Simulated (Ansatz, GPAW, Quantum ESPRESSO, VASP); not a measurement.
Code comparison for HgPPd5 (P4/mmm, 7 atoms in the cell)

Self-consistent single point.

```
CELL_PARAMETERS angstrom
      4.01802     0.00000     0.00000
      0.00000     4.01802     0.00000
      0.00000     0.00000     7.18054
ATOMIC_POSITIONS crystal
  Hg 0.50000 0.50000 0.00000
  P  0.00000 0.00000 0.50000
  Pd 0.00000 0.50000 0.30289
  Pd 0.00000 0.50000 0.69711
  Pd 0.50000 0.00000 0.30289
  Pd 0.50000 0.00000 0.69711
  Pd 0.00000 0.00000 0.00000
```

Shared settings, as Ansatz (an electronic-structure program) writes them: kpoints.mp_grid.grid = 5 5 3; scf.occupations.method = gaussian; scf.occupations.width = 0.1 eV. Potentials and cutoffs stand in the table.

```tsv
code	model	pressure (GPa)	largest force (eV/Å)	cutoff
GPAW	LDA (Perdew-Wang 92), GPAW PAW datasets LDA (gpaw-data 1.0.1)	-15.37	0.099	600 eV
VASP	LDA (PZ), VASP's LDA PAW potentials (set 64)	-15.74	0.117	300 eV
Quantum ESPRESSO	LDA (PZ), GBRV 1.5 ultrasoft (LDA) pseudopotentials	-15.58	0.086	40 Ry
Ansatz	LDA (PW92), PAW files made with PBE	-16.10	0.110	420 eV
```

On Ansatz's run: spin-orbit coupling is off. Spin polarisation is off; with an odd number of electrons in the cell that forces a metal, and a magnetic state may lie lower.

The spread over the programs that give each value: pressure within 0.73 GPa; largest force within 0.031 eV/Å.

Ansatz's pressure is given at a fixed set of plane waves, as the other plane-wave codes print theirs. The same LDA comes in different parametrisations, which differ slightly.

VASP's run is marked for a possible Pulay error in its stress at this cutoff; no cutoff test was made.

The starting cell comes from a database of computed structures (which also holds hypothetical and non-ambient phases and stackings), without a prior relaxation at this level. Its lattice was rescaled by a random factor within 2.5 % of one.

Left out of this page: CP2K, Elk, FLEUR and SIESTA (not drawn, or without a comparable value).

Keys are those of Ansatz 0.2.
